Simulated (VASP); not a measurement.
**TiP₂W (space group Imm2): computed properties**

These are PBEsol GGA, VASP's PBE PAW potentials (set 64) (plane waves; VASP) values and carry that method's errors.

```
Quantity                                                                                   Result
----------------------------------  -------------------------------------------------------------
space group                                                                             Imm2 (44)
cell                                a = 3.1998 Å, b = 3.2667 Å, c = 11.0084 Å, α = β = γ = 90.00°
volume per atom                                                                     14.38 Å³/atom
band gap (over mesh and band path)                       none (metal, semimetal or under 0.01 eV)
density                                                                                8.48 g/cm³
```

```yaml
crystal:
  lattice:
    - [-1.59989, 1.63335, 5.50419]
    - [1.59989, -1.63335, 5.50419]
    - [1.59989, 1.63335, -5.50419]
  atoms:
    - { symbol: Ti, position: [0.99709, 0.99709, 0.00000] }
    - { symbol: P, position: [0.66434, 0.16434, 0.50000] }
    - { symbol: P, position: [0.41854, 0.41854, 0.00000] }
    - { symbol: W, position: [0.25203, 0.75203, 0.50000] }
```

Unless said otherwise, spin-orbit coupling is left out, though it shifts the bands of the heavy elements here.

The structure comes from a computed database's TiP2W entry (Imm2); how it stands against other phases isn't given here. It was relaxed first. Symmetry was kept, so distortions that lower it aren't found.
